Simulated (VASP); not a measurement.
WS2: stress against strain

WS2 (2H layered, P6_3/mmc, 17.956 Å³/atom and stress up to 0.02 GPa in the relaxed cell, c along z) under an equal strain ε along x and y, with z held. PBEsol in VASP (plane waves, PAW), 480 eV, 12×12×4 Γ-centred mesh, Gaussian smearing 0.05 eV; ions are relaxed, or left where forces stay under 0.02 eV/Å, within the symmetry of each cell. Stress is positive for a compressed cell.

Here s stands for strain and y for stress xx.

| strain (%) | stress xx (GPa) |
|---|---|
| -3.00 | ? |
| -1.50 | 4.80 |
| -1.00 | 3.14 |
| -0.50 | 1.56 |
| 0.00 | -0.01 |
| 0.50 | -1.43 |
| 1.00 | -2.82 |
| 1.50 | -4.17 |

Fit y of the 7 rows that show it with a straight line. Means: s 0, y 0.153. About the means, the sum of products is -20.910 and the sum of squares of s is 7.0000; the slope is their ratio. Least squares gives y = 0.153 - 2.9871·s. Residuals (row less fit): 0.166, 0.000, -0.087, -0.163, -0.089, 0.014, 0.158; standard error 0.138 (degrees of freedom: 5). The slope gives the elastic constants C11 + C12 = 299 ± 5 GPa (± standard error of the fit, which holds the terms cut off).

Question: Estimate the missing y (s = -3.00); what did the run itself give?

Answer: y = 0.153 - 2.9871 × (-3.0) = 9.114 GPa. The calculation gives 10.19 GPa, 1.076 GPa above the prediction (7.5 % of the range of y in the table). The row lies outside the fitted rows, so this is an extrapolation. From the scatter of the fitted rows alone, a prediction at this place has a standard error of 0.215 GPa, so the miss is 5.0 times that.

A polynomial of degree 2 through the 12 other runs of the series gives 10.13 there, so most of the miss is curvature that the fit leaves out. Spin-orbit coupling is left out, which can shift these values for the heavy elements here. For WS2: without a dispersion term in the relaxation, distances and binding between the weakly bound layers, chains or molecules are unreliable, and so is what depends on them. Rows are the converged runs of the series near zero and its far end, less any whose ions stayed unrelaxed beside relaxed ones; series whose fitted rows scatter by over a few per cent of the range, as at a crossing or softening among them, aren't shown in this form. Most that stay on the fit to the last digits aren't either.
